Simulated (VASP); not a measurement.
Method: revPBE GGA, VASP's PBE PAW potentials (set 64) (plane waves; VASP).

A VASP calculation is set up with these files.

### INCAR
```
SYSTEM = NiO
PREC = Accurate
ENCUT = 520
EDIFF = 1E-7
NELM = 100
ALGO = Normal
LREAL = .FALSE.
LASPH = .TRUE.
ISMEAR = 0
SIGMA = 0.05
GGA = RE
LMAXMIX = 4
ISPIN = 2
MAGMOM = 1.4 -1.4 0.0 0.0
LORBIT = 11
LWAVE = .FALSE.
LCHARG = .FALSE.
ICHARG = 11
```

POSCAR:
```
NiO
4.2244470
  1.0000000256   0.4995514264   0.4995514264
  0.4995514264   1.0000000256   0.4995514264
  0.4995514264   0.4995514264   1.0000000256
Ni O
2 2
Cartesian
  0.0000000000   0.0000000000   0.0000000000
  0.9995514391   0.9995514391   0.9995514391
  0.4997757196   0.4997757196   0.4997757196
  1.4993271587   1.4993271587   1.4993271587
```

### KPOINTS
```
k-points along high-symmetry lines
12
Line-mode
Reciprocal
  0.000000   0.000000   0.000000 ! GAMMA
  0.500000   0.500000   0.500000 ! T

  0.500000   0.500000   0.500000 ! T
  0.812500   0.187500   0.500000 ! H_2

  0.500000  -0.187500   0.187500 ! H_0
  0.500000  -0.000000  -0.000000 ! L

  0.500000  -0.000000  -0.000000 ! L
  0.000000   0.000000   0.000000 ! GAMMA

  0.000000   0.000000   0.000000 ! GAMMA
  0.343750  -0.343750   0.000000 ! S_0

  0.656250   0.000000   0.343750 ! S_2
  0.500000   0.000000   0.500000 ! F

  0.500000   0.000000   0.500000 ! F
  0.000000   0.000000   0.000000 ! GAMMA
```

POTCAR, in this order: Ni O (PBE.64 set). Program: vasp_std. Read from the step before: CHGCAR.

Output of the run:

### OSZICAR
```
       N       E                     dE             d eps       ncg     rms          rms(c)
DAV:   1     0.238327409020E+03    0.23833E+03   -0.15891E+04  6808   0.211E+03
DAV:   2     0.384859311040E+01   -0.23448E+03   -0.22185E+03  7136   0.406E+02
DAV:   3    -0.203653243140E+02   -0.24214E+02   -0.22835E+02  7464   0.142E+02
DAV:   4    -0.211119095294E+02   -0.74659E+00   -0.74371E+00  7412   0.259E+01
DAV:   5    -0.211320663080E+02   -0.20157E-01   -0.20151E-01  8288   0.409E+00
DAV:   6    -0.211328548815E+02   -0.78857E-03   -0.78853E-03  8212   0.729E-01
DAV:   7    -0.211328946943E+02   -0.39813E-04   -0.39812E-04  9296   0.139E-01
DAV:   8    -0.211328955668E+02   -0.87252E-06   -0.87251E-06  7360   0.156E-02
DAV:   9    -0.211328955837E+02   -0.16926E-07   -0.16848E-07  4736   0.191E-03
   1 F= -.21132896E+02 E0= -.21132896E+02  d E =-.396203E-11  mag=     0.0000
```

File OUTCAR:
```



 magnetization (x)

# of ion       s       p       d       tot
------------------------------------------
    1       -0.005  -0.013   1.337   1.319
    2        0.005   0.013  -1.337  -1.319
    3        0.000   0.000   0.000   0.000
    4        0.000   0.000   0.000   0.000
--------------------------------------------------
tot          0.000  -0.000   0.000  -0.000
```
(Selected blocks of OUTCAR.)

File OUTCAR:
```
 val. band max:        6.9232220751   @ k =   0.2273   0.0000   0.2273

 cond. band min:       8.2076506582   @ k =   0.2500  -0.2500   0.0000



 spin component 1

 k-point     1 :       0.0000    0.0000    0.0000
  band No.  band energies     occupation
      1     -12.4232      1.00000
      2     -11.1407      1.00000
      3      -0.1977      1.00000
      4       2.2566      1.00000
      5       2.2567      1.00000
      6       4.8434      1.00000
      7       4.8434      1.00000
      8       4.8580      1.00000
      9       5.1526      1.00000
     10       5.1526      1.00000
     11       5.2605      1.00000
     12       5.4930      1.00000
     13       5.4932      1.00000
     14       6.3983      1.00000
     15       6.3983      1.00000
     16       6.6468      1.00000
     17       9.0023      0.00000
     18       9.0026      0.00000
     19       9.0387      0.00000
     20      13.1398      0.00000

 k-point     2 :       0.0455    0.0455    0.0455
  band No.  band energies     occupation
      1     -12.4176      1.00000
      2     -11.1485      1.00000
      3      -0.1789      1.00000
      4       2.2625      1.00000
      5       2.2626      1.00000
      6       4.7788      1.00000
      7       4.7889      1.00000
      8       4.7889      1.00000
      9       5.1547      1.00000
     10       5.1548      1.00000
     11       5.2991      1.00000
     12       5.5467      1.00000
     13       5.5468      1.00000
     14       6.3971      1.00000
     15       6.3972      1.00000
     16       6.6414      1.00000
     17       8.9948      0.00000
     18       8.9951      0.00000
     19       9.0806      0.00000
     20      13.1351      0.00000

 k-point     3 :       0.0909    0.0909    0.0909
  band No.  band energies     occupation
      1     -12.4009      1.00000
      2     -11.1715      1.00000
      3      -0.1228      1.00000
      4       2.2800      1.00000
...
```

The density is held fixed in this step, so its total energy and stress have no physical meaning.

The compound is NiO in the rock salt, AFM-II order structure. It was relaxed first.
